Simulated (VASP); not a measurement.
Given:

```
CELL_PARAMETERS angstrom
      3.53033     0.00000     0.00000
      0.00000     3.53033     0.00000
      0.00000     0.00000     3.53033
ATOMIC_POSITIONS crystal
  Ni 0.50000 0.00000 0.50000
  Ni 0.00000 0.50000 0.50000
  Ni 0.50000 0.50000 0.00000
  Ge 0.00000 0.00000 0.00000
```

Calculation: r2SCAN meta-GGA, VASP's PBE PAW potentials (set 64) (plane waves; VASP). Settings: 400 eV cut-off, 12×12×12 Γ-centred mesh, tetrahedra with Blöchl corrections, potentials Ni Ge_d.

### Question
The job: Ni$_{3}$Ge (space group Pm-3m), 4 atoms, r2SCAN, static run, 400 eV, 12×12×12 Γ-centred mesh. Roughly how much core time does it take on a busy server core?

### Answer
About 90 core-seconds (one run on a shared machine, a rough figure). It had 84 irreducible k-points, 26 bands, up to 840 plane waves and 17 electronic steps.

The structure comes from a computed database's Ni3Ge entry (Pm-3m); how it stands against other phases isn't given here. The cell was not relaxed at this level.
